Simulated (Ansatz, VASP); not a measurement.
# Si in VASP and in Ansatz

```xyz
2
Lattice="0.0000 2.7350 2.7350 2.7350 0.0000 2.7350 2.7350 2.7350 0.0000" Properties=species:S:1:pos:R:3 pbc="T T T"
Si    4.1026    4.1026    4.1026
Si    2.7350    2.7350    2.7350
```

Alike in both runs: task single point; functional PBE; k mesh 8 × 8 × 8; occupations gaussian, width 0.01 eV; no spin polarisation.

|  | VASP | Ansatz |
| --- | --- | --- |
| version | VASP 6.6.1 | Ansatz 0.2.0 |
| potentials or method | VASP PAW PBE potentials, release 64 (Si) | scalar-relativistic, plane waves, PAW |
| plane-wave cutoff (eV) | 520 | 420 |
| valence electrons in the cell | 8 | 8 |

Ansatz gave:

| Item | Value |
| --- | --- |
| gap on the k mesh at the Fermi level (eV) | 0.65 |
| least direct gap on the mesh (eV) | 2.55 |
| pressure (GPa) | 0.0 |

Problem. What did VASP give for the same quantities?

Solution. gap on the k mesh at the Fermi level (eV): 0.65; least direct gap on the mesh (eV): 2.56; pressure (GPa): -0.1.

A k mesh can miss the band edges.
